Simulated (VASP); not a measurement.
Method: LDA (Ceperley-Alder, Perdew-Zunger) with spin-orbit coupling, VASP's LDA PAW potentials (set 64) (plane waves; VASP).

VASP ran on this input.

**KPOINTS_OPT**
```
k-points along high-symmetry lines
5
Line-mode
Reciprocal
  0.000000   0.000000   0.000000 ! GAMMA
 -0.000000   0.500000   0.000000 ! M

 -0.000000   0.500000   0.000000 ! M
 -0.333333   0.666667   0.000000 ! K

 -0.333333   0.666667   0.000000 ! K
  0.000000   0.000000   0.000000 ! GAMMA

  0.000000   0.000000   0.000000 ! GAMMA
  0.000000   0.000000   0.500000 ! A

  0.000000   0.000000   0.500000 ! A
 -0.000000   0.500000   0.500000 ! L

 -0.000000   0.500000   0.500000 ! L
 -0.333333   0.666667   0.500000 ! H

 -0.333333   0.666667   0.500000 ! H
  0.000000   0.000000   0.500000 ! A

 -0.000000   0.500000   0.500000 ! L
 -0.000000   0.500000   0.000000 ! M

 -0.333333   0.666667   0.500000 ! H
 -0.333333   0.666667   0.000000 ! K
```

INCAR:
```
SYSTEM=Cd
PREC=Accurate; ENCUT=400; LREAL=.False.
LASPH=.True.
EDIFF=1E-6; NELM=100; ALGO=Normal
LMAXMIX=4
ISMEAR=0; SIGMA=0.05
GGA_COMPAT=.False.
MAGMOM=6*0; LSORBIT=.True.
LWAVE=.False.; LCHARG=.False.
```

POSCAR:
```
Cd
1
    1.4571310982    -2.5238253722     0.0000000000
    1.4571310982     2.5238253722    -0.0000000000
    0.0000000000     0.0000000000     5.3953774587
Cd
2
Direct
  0.3333330000   0.6666670000   0.2500000000
  0.6666670000   0.3333330000   0.7500000000
```

KPOINTS:
```
Automatic mesh
0
Gamma
13 13 6
```

POTCAR, in this order: Cd (LDA.64 set). Program: vasp_ncl.

Output of the run:

OSZICAR:
```
       N       E                     dE             d eps       ncg     rms          rms(c)
DAV:   1     0.177116236195E+03    0.17712E+03   -0.11102E+04  5376   0.127E+03
DAV:   2     0.150367046953E+01   -0.17561E+03   -0.16822E+03  5680   0.384E+02
DAV:   3    -0.328344840538E+01   -0.47871E+01   -0.47717E+01  6376   0.742E+01
DAV:   4    -0.329566905937E+01   -0.12221E-01   -0.12220E-01  5792   0.345E+00
DAV:   5    -0.329570751308E+01   -0.38454E-04   -0.38453E-04  6272   0.181E-01    0.608E+00
DAV:   6    -0.313646474541E+01    0.15924E+00   -0.37882E-01  5880   0.865E+00    0.456E+00
DAV:   7    -0.311798495790E+01    0.18480E-01   -0.38505E-02  5944   0.200E+00    0.207E+00
DAV:   8    -0.311528549992E+01    0.26995E-02   -0.31167E-03  5880   0.807E-01    0.668E-01
DAV:   9    -0.311524935610E+01    0.36144E-04   -0.24136E-04  6008   0.223E-01    0.626E-02
DAV:  10    -0.311525852654E+01   -0.91704E-05   -0.67864E-06  5944   0.346E-02    0.230E-02
DAV:  11    -0.311525833691E+01    0.18962E-06   -0.37063E-06  5696   0.300E-02
   1 F= -.31152583E+01 E0= -.31150996E+01  d E =-.317536E-03  mag=     0.0000    -0.0000    -0.0000
       N       E                     dE             ncg
```

**OUTCAR**
```
------------------------ aborting loop because EDIFF is reached ----------------------------------------
  FORCE on cell =-STRESS in cart. coord.  units (eV):
  Direction    XX          YY          ZZ          XY          YZ          ZX
  --------------------------------------------------------------------------------------
  Total       -0.0306586     -0.0306586     -0.0294524      0.0000000     -0.0000000     -0.0000000
  in kB       -1.2378082     -1.2378085     -1.1891082      0.0000000     -0.0000000     -0.0000000
  external PRESSURE =      -1.2215750 kB  Pullay stress =       0.0000000 kB
  volume of cell :       39.68
      direct lattice vectors                 reciprocal lattice vectors
     1.457131098 -2.523825372  0.000000000     0.343140024 -0.198111963  0.000000000
     1.457131098  2.523825372  0.000000000     0.343140024  0.198111963  0.000000000
     0.000000000  0.000000000  5.395377459     0.000000000  0.000000000  0.185343844
 POSITION                                       TOTAL-FORCE (eV/Angst)
 -----------------------------------------------------------------------------------
      1.45713      0.84128      1.34884         0.000000      0.000000      0.000000
      1.45713     -0.84128      4.04653        -0.000000     -0.000000     -0.000000
 -----------------------------------------------------------------------------------
    total drift:                               -0.000000     -0.000000     -0.000000
  FREE ENERGIE OF THE ION-ELECTRON SYSTEM (eV)
  ---------------------------------------------------
  free  energy   TOTEN  =        -3.1152583369 eV

  energy  without entropy=       -3.1149408007  energy(sigma->0) =       -3.11509957

 Ion:    1  E_soc:     -0.0648120

 Ion:    2  E_soc:     -0.0648120
```
(Selected blocks of OUTCAR.)

OUTCAR:
```
 val. band max:        3.3500362578   @ k =   0.3077  -0.0000   0.0000

 cond. band min:       3.4395080661   @ k =   0.3077   0.3077   0.5000


 Fermi energy:         3.3662478330

 k-point     1 :       0.0000    0.0000    0.0000
  band No.  band energies     occupation
      1      -6.9057      1.00000
      2      -6.9057      1.00000
      3      -6.6053      1.00000
      4      -6.6053      1.00000
      5      -6.3875      1.00000
      6      -6.3875      1.00000
      7      -6.3410      1.00000
      8      -6.3410      1.00000
      9      -6.1443      1.00000
     10      -6.1443      1.00000
     11      -5.7844      1.00000
     12      -5.7844      1.00000
     13      -5.7126      1.00000
     14      -5.7126      1.00000
     15      -5.4725      1.00000
     16      -5.4725      1.00000
     17      -5.2406      1.00000
     18      -5.2406      1.00000
     19      -5.2229      1.00000
     20      -5.2229      1.00000
     21      -4.9200      1.00000
     22      -4.9200      1.00000
     23      -0.0016      1.00000
     24      -0.0016      1.00000
     25       0.5907      1.00000
     26       0.5907      1.00000
     27      14.8779      0.00000
     28      14.8779      0.00000
     29      18.1090      0.00000
     30      18.1090      0.00000
     31      18.4825      0.00000
     32      18.4825      0.00000

 k-point     2 :       0.0769   -0.0000    0.0000
  band No.  band energies     occupation
      1      -6.8400      1.00000
      2      -6.8400      1.00000
      3      -6.5353      1.00000
      4      -6.5353      1.00000
      5      -6.3751      1.00000
      6      -6.3751      1.00000
      7      -6.3286      1.00000
      8      -6.3286      1.00000
      9      -6.0341      1.00000
     10      -6.0341      1.00000
     11      -5.7623      1.00000
     12      -5.7623      1.00000
     13      -5.6885      1.00000
     14      -5.6885      1.00000
     15      -5.4932      1.00000
     16      -5.4932      1.00000
...
```

The compound is Cd in the hcp structure. It was relaxed first, which changed the volume by -8 %.
